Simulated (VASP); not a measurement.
Data:

```xyz
4
Lattice="3.4824 0.0000 0.0000 0.0000 3.4824 0.0000 0.0000 0.0000 3.4824" Properties=species:S:1:pos:R:3 pbc="T T T"
Al     0.0000     0.0000     0.0000
Ni     0.0000     1.7412     1.7412
Ni     1.7412     0.0000     1.7412
Ni     1.7412     1.7412     0.0000
```
Starting moments (μB, in the order of the record's atoms Al Ni Ni Ni): 0.0 0.2 0.2 0.2.

Computed with LDA (Ceperley-Alder, Perdew-Zunger), VASP's LDA PAW potentials (set 64) (plane waves; VASP). Run with 520 eV cut-off, 10×10×10 Γ-centred mesh, tetrahedra with Blöchl corrections, potentials Al Ni.

The cores are frozen, which limits the accuracy of field gradients.

Task: Give the principal components of the electric field gradient (V/Å²) and the asymmetry η at each nucleus.

Result: 
```csv
atom,Vxx,Vyy,Vzz,η
Al1,0.0,0.0,0.0,-
Ni2,6.3,6.3,-12.5,0.00
Ni3,6.3,6.3,-12.5,0.00
Ni4,6.3,6.3,-12.5,0.00
```

The compound is Ni3Al in the L1_2 structure. It was relaxed first, which changed the volume by -7 %.
